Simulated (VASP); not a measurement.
# Core-hole spectrum of InSe, part 3 of 4

Wanted: the near-edge structure of InSe. The cell has space group P6_3/mmc. The start is a cell from a database of measured crystal structures.

VASP 6.6.1, plane waves and PAW; the level of theory is named at each step.

So far. Step 2 (Relaxation): At PBE, with these data sets, the largest force is down to 0.0020 eV/Å.

The database entry behind the starting cell differs from later determinations by our own check (c about 1.7 % long), so it need not match the best structure at ambient conditions.

## (4) L2,3 edge, Wyckoff site In f, full hole

This step: supercell core-hole method, PBEsol, full hole; plane waves and PAW (In_d, In_d, Se) (VASP 6.6.1).

One core electron is taken from the first atom, which POSCAR lists as a species of its own, and NELECT stays that of the neutral valence shell, so the cell is charged against a background. NBANDS covers the range above the edge. The first density still holds the charge taken from the core, which is what the BRMIX lines of the log report.

Contents of INCAR:

```
SYSTEM = InSe
PREC = Accurate
ENCUT = 400
EDIFF = 1E-06
NELM = 100
ISMEAR = 0
SIGMA = 0.05
LREAL = Auto
ALGO = Normal
GGA = PS
LWAVE = .FALSE.
LCHARG = .FALSE.
ICORELEVEL = 2
CLNT = 1
CLN = 2
CLL = 1
CLZ = 1
CH_LSPEC = .TRUE.
CH_NEDOS = 1500
CH_SIGMA = 0.5
NBANDS = 1576
NELECT = 684
```

Contents of POSCAR:

```
InSe
1.0
   12.1500000000      0.0000000000      0.0000000000
   -6.0750000000     10.5222086559      0.0000000000
    0.0000000000      0.0000000000     16.9300000000
In In Se
1 35 36
Direct
    0.1111111111      0.2222222222      0.1672953492
    0.1111111111      0.5555555556      0.1672953492
    0.1111111111      0.8888888889      0.1672953492
    0.4444444444      0.2222222222      0.1672953492
    0.4444444444      0.5555555556      0.1672953492
    0.4444444444      0.8888888889      0.1672953492
    0.7777777778      0.2222222222      0.1672953492
    0.7777777778      0.5555555556      0.1672953492
    0.7777777778      0.8888888889      0.1672953492
    0.2222222222      0.1111111111      0.6672953492
    0.2222222222      0.4444444444      0.6672953492
    0.2222222222      0.7777777778      0.6672953492
    0.5555555556      0.1111111111      0.6672953492
    0.5555555556      0.4444444444      0.6672953492
    0.5555555556      0.7777777778      0.6672953492
    0.8888888889      0.1111111111      0.6672953492
    0.8888888889      0.4444444444      0.6672953492
    0.8888888889      0.7777777778      0.6672953492
    0.1111111111      0.2222222222      0.3327046508
    0.1111111111      0.5555555556      0.3327046508
    0.1111111111      0.8888888889      0.3327046508
    0.4444444444      0.2222222222      0.3327046508
    0.4444444444      0.5555555556      0.3327046508
    0.4444444444      0.8888888889      0.3327046508
    0.7777777778      0.2222222222      0.3327046508
    0.7777777778      0.5555555556      0.3327046508
    0.7777777778      0.8888888889      0.3327046508
    0.2222222222      0.1111111111      0.8327046508
    0.2222222222      0.4444444444      0.8327046508
    0.2222222222      0.7777777778      0.8327046508
    0.5555555556      0.1111111111      0.8327046508
    0.5555555556      0.4444444444      0.8327046508
    0.5555555556      0.7777777778      0.8327046508
    0.8888888889      0.1111111111      0.8327046508
    0.8888888889      0.4444444444      0.8327046508
    0.8888888889      0.7777777778      0.8327046508
    0.1111111111      0.2222222222      0.5916365135
    0.1111111111      0.5555555556      0.5916365135
    0.1111111111      0.8888888889      0.5916365135
    0.4444444444      0.2222222222      0.5916365135
    0.4444444444      0.5555555556      0.5916365135
    0.4444444444      0.8888888889      0.5916365135
    0.7777777778      0.2222222222      0.5916365135
    0.7777777778      0.5555555556      0.5916365135
    0.7777777778      0.8888888889      0.5916365135
    0.2222222222      0.1111111111      0.0916365135
    0.2222222222      0.4444444444      0.0916365135
    0.2222222222      0.7777777778      0.0916365135
    0.5555555556      0.1111111111      0.0916365135
    0.5555555556      0.4444444444      0.0916365135
    0.5555555556      0.7777777778      0.0916365135
    0.8888888889      0.1111111111      0.0916365135
    0.8888888889      0.4444444444      0.0916365135
    0.8888888889      0.7777777778      0.0916365135
    0.1111111111      0.2222222222      0.9083634865
    0.1111111111      0.5555555556      0.9083634865
    0.1111111111      0.8888888889      0.9083634865
    0.4444444444      0.2222222222      0.9083634865
    0.4444444444      0.5555555556      0.9083634865
    0.4444444444      0.8888888889      0.9083634865
    0.7777777778      0.2222222222      0.9083634865
    0.7777777778      0.5555555556      0.9083634865
    0.7777777778      0.8888888889      0.9083634865
    0.2222222222      0.1111111111      0.4083634865
    0.2222222222      0.4444444444      0.4083634865
    0.2222222222      0.7777777778      0.4083634865
    0.5555555556      0.1111111111      0.4083634865
    0.5555555556      0.4444444444      0.4083634865
    0.5555555556      0.7777777778      0.4083634865
    0.8888888889      0.1111111111      0.4083634865
    0.8888888889      0.4444444444      0.4083634865
    0.8888888889      0.7777777778      0.4083634865
```

Contents of KPOINTS:

```
Automatic mesh
0
Gamma
2 2 2
0 0 0
```

Potentials, in the order of the species: In_d, In_d and Se (PBE family, release 64).

Started as:

```
$ mpirun -np 8 vasp_std
```

The log of the run:

```text
[banner, memory and clock lines left out]
running    8 mpi-ranks, on    1 nodes
 distrk:  each k-point on    8 cores,    1 groups
 distr:  one band on    1 cores,    8 groups

 POSCAR found type information on POSCAR InInSe
 POSCAR found :  3 types and      72 ions
 [... a notice as in an earlier step ...]

 [... a notice as in an earlier step ...]

 LDA part: xc-table for (Slater+PW92), standard interpolation
 POSCAR, INCAR and KPOINTS ok, starting setup
 FFT: planning ... GRIDC
 FFT: planning ... GRID_SOFT
 FFT: planning ... GRID
 WAVECAR not read
 entering main loop
       N       E                     dE             d eps       ncg     rms          rms(c)
DAV:   1     0.552704567571E+04    0.55270E+04   -0.14076E+05 12608   0.405E+02
DAV:   2     0.572043057385E+03   -0.49550E+04   -0.44285E+04 12608   0.117E+02
DAV:   3    -0.381680515086E+03   -0.95372E+03   -0.90116E+03 14160   0.601E+01
DAV:   4    -0.425842486370E+03   -0.44162E+02   -0.43816E+02 15024   0.137E+01
DAV:   5    -0.426923901833E+03   -0.10814E+01   -0.10786E+01 20000   0.170E+00BRMIX: very serious problems
 the old and the new charge density differ
 old charge density:   685.00000 new  683.99997
    0.103E+02
DAV:   6    -0.418528272649E+03    0.83956E+01   -0.11404E+00 19648   0.488E+00    0.251E+01
DAV:   7    -0.417694001518E+03    0.83427E+00   -0.15974E+00 18592   0.105E+00    0.824E+00
DAV:   8    -0.417568806992E+03    0.12519E+00   -0.24373E-01 16968   0.435E-01    0.288E+00
DAV:   9    -0.417560988034E+03    0.78190E-02   -0.52001E-02 18584   0.249E-01    0.915E-01
DAV:  10    -0.417562795913E+03   -0.18079E-02   -0.12472E-02 17312   0.856E-02    0.652E-01
DAV:  11    -0.417563523851E+03   -0.72794E-03   -0.81920E-04 15856   0.273E-02    0.266E-01
DAV:  12    -0.417563774469E+03   -0.25062E-03   -0.19687E-04 15528   0.147E-02    0.110E-01
DAV:  13    -0.417563834592E+03   -0.60123E-04   -0.41835E-05 15240   0.591E-03    0.246E-02
DAV:  14    -0.417563842903E+03   -0.83108E-05   -0.99458E-06 18816   0.233E-03    0.869E-03
DAV:  15    -0.417563843889E+03   -0.98613E-06   -0.17082E-06 16776   0.973E-04
   1 F= -.41756384E+03 E0= -.41756296E+03  d E =-.177072E-02
 Starting Core_Hole_Spec
 Ending Core_Hole_Spec
```

Elapsed: 50 min, on 8 MPI ranks of AMD EPYC 9R45, shared host; peak memory 7.7 GiB.

From OUTCAR (step 4):

```text
NELECT = 684

 ion  position               nearest neighbor table
   1  0.111  0.222  0.167-  47 2.67  46 2.67  52 2.67  19 2.80
   2  0.111  0.556  0.167-  48 2.67  53 2.67  47 2.67  20 2.80
   3  0.111  0.889  0.167-  46 2.67  48 2.67  54 2.67  21 2.80
   4  0.444  0.222  0.167-  50 2.67  46 2.67  49 2.67  22 2.80
   5  0.444  0.556  0.167-  51 2.67  47 2.67  50 2.67  23 2.80
   6  0.444  0.889  0.167-  49 2.67  48 2.67  51 2.67  24 2.80
   7  0.778  0.222  0.167-  53 2.67  49 2.67  52 2.67  25 2.80
   8  0.778  0.556  0.167-  54 2.67  50 2.67  53 2.67  26 2.80
   9  0.778  0.889  0.167-  52 2.67  51 2.67  54 2.67  27 2.80
  10  0.222  0.111  0.667-  39 2.67  40 2.67  37 2.67  28 2.80
  11  0.222  0.444  0.667-  37 2.67  41 2.67  38 2.67  29 2.80
  12  0.222  0.778  0.667-  38 2.67  42 2.67  39 2.67  30 2.80
  13  0.556  0.111  0.667-  42 2.67  43 2.67  40 2.67  31 2.80
  14  0.556  0.444  0.667-  40 2.67  44 2.67  41 2.67  32 2.80
  15  0.556  0.778  0.667-  41 2.67  45 2.67  42 2.67  33 2.80
  16  0.889  0.111  0.667-  45 2.67  43 2.67  37 2.67  34 2.80
  17  0.889  0.444  0.667-  43 2.67  38 2.67  44 2.67  35 2.80
  18  0.889  0.778  0.667-  44 2.67  39 2.67  45 2.67  36 2.80
  19  0.111  0.222  0.333-  65 2.67  64 2.67  70 2.67   1 2.80
  20  0.111  0.556  0.333-  66 2.67  71 2.67  65 2.67   2 2.80
  21  0.111  0.889  0.333-  64 2.67  66 2.67  72 2.67   3 2.80
  22  0.444  0.222  0.333-  68 2.67  64 2.67  67 2.67   4 2.80
  23  0.444  0.556  0.333-  69 2.67  65 2.67  68 2.67   5 2.80
  24  0.444  0.889  0.333-  67 2.67  66 2.67  69 2.67   6 2.80
  25  0.778  0.222  0.333-  71 2.67  67 2.67  70 2.67   7 2.80
  26  0.778  0.556  0.333-  72 2.67  68 2.67  71 2.67   8 2.80
  27  0.778  0.889  0.333-  70 2.67  69 2.67  72 2.67   9 2.80
  28  0.222  0.111  0.833-  57 2.67  58 2.67  55 2.67  10 2.80
  29  0.222  0.444  0.833-  55 2.67  59 2.67  56 2.67  11 2.80
  30  0.222  0.778  0.833-  56 2.67  60 2.67  57 2.67  12 2.80
  31  0.556  0.111  0.833-  60 2.67  61 2.67  58 2.67  13 2.80
  32  0.556  0.444  0.833-  58 2.67  62 2.67  59 2.67  14 2.80
  33  0.556  0.778  0.833-  59 2.67  63 2.67  60 2.67  15 2.80
  34  0.889  0.111  0.833-  63 2.67  61 2.67  55 2.67  16 2.80
  35  0.889  0.444  0.833-  61 2.67  56 2.67  62 2.67  17 2.80
  36  0.889  0.778  0.833-  62 2.67  57 2.67  63 2.67  18 2.80
  37  0.111  0.222  0.592-  11 2.67  10 2.67  16 2.67
  38  0.111  0.556  0.592-  12 2.67  17 2.67  11 2.67
  39  0.111  0.889  0.592-  10 2.67  12 2.67  18 2.67
[...]
71  0.889  0.444  0.408-  25 2.67  20 2.67  26 2.67
  72  0.889  0.778  0.408-  26 2.67  21 2.67  27 2.67

 Found      4 irreducible k-points:

   k-points           NKPTS =      4   k-points in BZ     NKDIM =      4   number of bands    NBANDS=   1576

 the core state eigenenergies are
   1-  1s -28000.7934  2s  -4308.7495  2p  -3898.7895  3s   -841.1662  3p   -703.3267
       3d   -491.4416  4s   -127.6188  4p    -84.5247
   2-  1s -27740.1792  2s  -4146.6835  2p  -3720.6673  3s   -780.5923  3p   -641.1470
       3d   -424.8202  4s   -111.8351  4p    -70.3031
   3-  1s -27740.1792  2s  -4146.6835  2p  -3720.6673  3s   -780.5923  3p   -641.1470
       3d   -424.8203  4s   -111.8352  4p    -70.3031
   4-  1s -27740.1792  2s  -4146.6835  2p  -3720.6673  3s   -780.5923  3p   -641.1470
       3d   -424.8203  4s   -111.8352  4p    -70.3031
   5-  1s -27740.1792  2s  -4146.6835  2p  -3720.6673  3s   -780.5923  3p   -641.1470
       3d   -424.8202  4s   -111.8351  4p    -70.3031
   6-  1s -27740.0640  2s  -4146.5678  2p  -3720.5516  3s   -780.4772  3p   -641.0319
       3d   -424.7051  4s   -111.7209  4p    -70.1889
   7-  1s -27740.1792  2s  -4146.6835  2p  -3720.6673  3s   -780.5923  3p   -641.1470
       3d   -424.8203  4s   -111.8352  4p    -70.3031
   8-  1s -27740.0642  2s  -4146.5676  2p  -3720.5515  3s   -780.4765  3p   -641.0313
       3d   -424.7045  4s   -111.7194  4p    -70.1874
   9-  1s -27740.1792  2s  -4146.6835  2p  -3720.6673  3s   -780.5923  3p   -641.1470
       3d   -424.8203  4s   -111.8352  4p    -70.3031
  10-  1s -27739.8663  2s  -4146.3691  2p  -3720.3530  3s   -780.2784  3p   -640.8331
       3d   -424.5063  4s   -111.5219  4p    -69.9900
  11-  1s -27739.8663  2s  -4146.3691  2p  -3720.3530  3s   -780.2784  3p   -640.8331
       3d   -424.5063  4s   -111.5220  4p    -69.9900
  12-  1s -27739.8685  2s  -4146.3712  2p  -3720.3551  3s   -780.2805  3p   -640.8352
       3d   -424.5084  4s   -111.5240  4p    -69.9921
  13-  1s -27739.8685  2s  -4146.3712  2p  -3720.3551  3s   -780.2805  3p   -640.8352
       3d   -424.5083  4s   -111.5240  4p    -69.9920
  14-  1s -27739.8713  2s  -4146.3740  2p  -3720.3579  3s   -780.2833  3p   -640.8380
       3d   -424.5112  4s   -111.5268  4p    -69.9949
  15-  1s -27739.8685  2s  -4146.3712  2p  -3720.3551  3s   -780.2805  3p   -640.8352
       3d   -424.5084  4s   -111.5240  4p    -69.9921
  16-  1s -27739.8663  2s  -4146.3691  2p  -3720.3530  3s   -780.2784  3p   -640.8331
       3d   -424.5063  4s   -111.5219  4p    -69.9900
  17-  1s -27739.8713  2s  -4146.3740  2p  -3720.3579  3s   -780.2833  3p   -640.8380
       3d   -424.5112  4s   -111.5268  4p    -69.9949
  18-  1s -27739.8714  2s  -4146.3740  2p  -3720.3579  3s   -780.2834  3p   -640.8381
       3d   -424.5112  4s   -111.5269  4p    -69.9949
  19-  1s -27740.5640  2s  -4147.0621  2p  -3721.0461  3s   -780.9738  3p   -641.5285
       3d   -425.2011  4s   -112.2205  4p    -70.6888
  20-  1s -27740.0984  2s  -4146.6013  2p  -3720.5852  3s   -780.5108  3p   -641.0655
[...]
72-  1s -12493.8207  2s  -1597.3237  2p  -1403.6744  3s   -203.9762  3p   -143.4469
       3d    -43.6322

 E-fermi :   3.7645

 k-point     1 :       0.0000    0.0000    0.0000
  band No.  band energies     occupation
    ...
    338       2.7739      2.00000
    339       2.7767      2.00000
    340       2.7767      2.00000
    341       2.7939      2.00000
    342       3.7057      1.90359
    343       3.8233      0.09641
    344       4.4890      0.00000
    345       4.7545      0.00000
    346       4.7545      0.00000
    347       5.0517      0.00000
    ...

 k-point     2 :       0.5000    0.0000    0.0000
  band No.  band energies     occupation
    ...
    338       2.7593      2.00000
    339       2.9911      2.00000
    340       2.9929      2.00000
    341       3.4589      2.00000
    342       3.5052      2.00000
    343       4.3821      0.00000
    344       4.7611      0.00000
    345       4.9137      0.00000
    346       5.1260      0.00000
    347       5.1870      0.00000
    ...

  Total      -25.9742117    -25.9742117    -22.3360026      0.0000000      0.0000000      0.0000000
  in kB      -19.2270570    -19.2270570    -16.5339222      0.0000000      0.0000000      0.0000000
  external PRESSURE =     -18.3293454 kB  Pullay stress =       0.0000000 kB

 POSITION                                       TOTAL-FORCE (eV/Angst)
 -----------------------------------------------------------------------------------
      0.00000      2.33827      2.83231         0.000000      0.000000     -0.919120
     -2.02500      5.84567      2.83231        -0.265290      0.114267      0.082051
     -4.05000      9.35307      2.83231        -0.033687     -0.286881      0.082051
      4.05000      2.33827      2.83231         0.231603      0.172615      0.082051
      2.02500      5.84567      2.83231         0.265290      0.114267      0.082051
     -0.00000      9.35307      2.83231         0.000000      0.000000      0.025953
      8.10000      2.33827      2.83231        -0.231603      0.172615      0.082051
      6.07500      5.84567      2.83231         0.000000      0.000000      0.024011
      4.05000      9.35307      2.83231         0.033687     -0.286881      0.082051
      2.02500      1.16913     11.29731        -0.001086      0.000627     -0.043706
      0.00000      4.67654     11.29731         0.000000     -0.001254     -0.043706
     -2.02500      8.18394     11.29731         0.003576      0.002065     -0.056991
      6.07500      1.16913     11.29731         0.000000     -0.004129     -0.056991
      4.05000      4.67654     11.29731        -0.001064     -0.000614     -0.061527
      2.02500      8.18394     11.29731        -0.003576      0.002065     -0.056991
     10.12500      1.16913     11.29731         0.001086      0.000627     -0.043706
      8.10000      4.67654     11.29731         0.001064     -0.000614     -0.061527
      6.07500      8.18394     11.29731         0.000000      0.001229     -0.061527
      0.00000      2.33827      5.63269         0.000000      0.000000      0.961432
     -2.02500      5.84567      5.63269        -0.078247      0.045722      0.084567
     -4.05000      9.35307      5.63269         0.000473     -0.090625      0.084567
      4.05000      2.33827      5.63269         0.078720      0.044903      0.084567
      2.02500      5.84567      5.63269         0.078247      0.045722      0.084567
     -0.00000      9.35307      5.63269         0.000000      0.000000      0.042743
      8.10000      2.33827      5.63269        -0.078720      0.044903      0.084567
      6.07500      5.84567      5.63269         0.000000      0.000000      0.043667
      4.05000      9.35307      5.63269        -0.000473     -0.090625      0.084567
      2.02500      1.16913     14.09769         0.009284     -0.005360      0.017991
      0.00000      4.67654     14.09769         0.000000      0.010720      0.017991
     -2.02500      8.18394     14.09769         0.011938      0.006892      0.041688
      6.07500      1.16913     14.09769         0.000000     -0.013785      0.041688
      4.05000      4.67654     14.09769         0.007060      0.004076      0.046932
      2.02500      8.18394     14.09769        -0.011938      0.006892      0.041688
     10.12500      1.16913     14.09769        -0.009284     -0.005360      0.017991
      8.10000      4.67654     14.09769        -0.007060      0.004076      0.046932
      6.07500      8.18394     14.09769         0.000000     -0.008152      0.046932
      0.00000      2.33827     10.01641         0.000000      0.000000      0.161068
     -2.02500      5.84567     10.01641         0.007091      0.000104      0.156921
[...]
-----------------------------------------------------------------------------------
    total drift:                                0.000000      0.000005     -0.000987

  FREE ENERGIE OF THE ION-ELECTRON SYSTEM (eV)
  ---------------------------------------------------
  free  energy   TOTEN  =      -417.5638438891 eV

  energy  without entropy=     -417.5620731668  energy(sigma->0) =     -417.56295853

[... 7 parts as in an earlier step ...]

[... 2 further parts left out ...]
```

This step gave:

```yaml
free_energy_toten: -417.5638 eV
energy_at_zero_smearing: -417.5630 eV
fermi_energy: 3.764 eV
```

Smoothed further by a Gaussian, to a width of roughly 2 to 2.4 eV in all; heights scale with one over the cell volume; the energy axis is the program's own, and the fall at its high end is where NBANDS ends. The imaginary dielectric function times 10^5 by photon energy; read off at these points:

```tsv
photon energy (eV)	xx	zz
3729.0	9.3e-7	9.3e-7
3730.0	5.3e-5	3.5e-5
3731.0	9.5e-4	5.8e-4
3732.0	0.00599	0.00382
3733.0	0.0137	0.0102
3733.5	0.0147	0.0123
3734.0	0.0131	0.0126
3735.0	0.0102	0.0117
3736.0	0.0110	0.0115
3737.0	0.0107	0.0108
3738.0	0.0154	0.0151
3739.0	0.0220	0.0219
3740.0	0.0253	0.0260
3741.0	0.0251	0.0248
3742.0	0.0234	0.0224
3743.0	0.0259	0.0268
3744.0	0.0310	0.0325
3744.8	0.0326	0.0338
3745.0	0.0325	0.0336
3746.0	0.0302	0.0307
3747.0	0.0280	0.0273
3748.0	0.0317	0.0301
3749.0	0.0381	0.0370
3749.2	0.0385	0.0379
3749.5	0.0382	0.0386
3750.0	0.0357	0.0375
3751.0	0.0298	0.0305
3752.0	0.0303	0.0271
3753.0	0.0358	0.0324
3754.0	0.0388	0.0388
3755.0	0.0378	0.0374
3756.0	0.0377	0.0351
3757.0	0.0395	0.0384
3758.0	0.0403	0.0428
3758.7	0.0412	0.0442
3759.0	0.0413	0.0437
3760.0	0.0370	0.0371
3761.0	0.0291	0.0309
3762.0	0.0255	0.0290
3763.0	0.0263	0.0267
3764.0	0.0285	0.0254
3764.4	0.0288	0.0252
3765.0	0.0282	0.0245
3766.0	0.0225	0.0207
3767.0	0.0113	0.0111
3768.0	0.00283	0.00278
3769.0	3.0e-4	2.8e-4
3770.0	1.1e-5	8.6e-6
3771.0	0	0
```

The smoothed xx curve reaches a tenth of its top at about 3732 eV.

(Continued in part 4 of 4.)

[Lines on the potential files, build, host, timing and source positions are cut from VASP's logs without a mark.]

[Logs are printed without paths, hosts, clocks, repeated set-up lines and the standing remarks that a program may print on its own settings, such as how far it seeks lower states.]

[Hosts, paths, dates, database ids (printed as entryN), source tags and the programs' standing remarks are cut or masked in the printed files.]
